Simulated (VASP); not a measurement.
Given:

```
CELL_PARAMETERS angstrom
      0.00000     1.80249     1.80249
      1.80249     0.00000     1.80249
      1.80249     1.80249     0.00000
ATOMIC_POSITIONS crystal
  Cu 0.00000 0.00000 0.00000
```

These are PBEsol GGA, VASP's PBE PAW potentials (set 64) (plane waves; VASP) values and carry that method's errors. Run with 520 eV cut-off, 17×17×17 Γ-centred mesh, first-order Methfessel-Paxton smearing of 0.10 eV, potentials Cu.

Task: Give the stress tensor in GPa (positive for a compressed cell).

Result: 
```
-4.88   0.00   0.00
 0.00  -4.88   0.00
 0.00   0.00  -4.88
```
The pressure is its mean diagonal, -4.88 GPa.

The compound is Cu in the fcc structure. This cell is one point of a volume scan, at 1.03 of the reference volume.
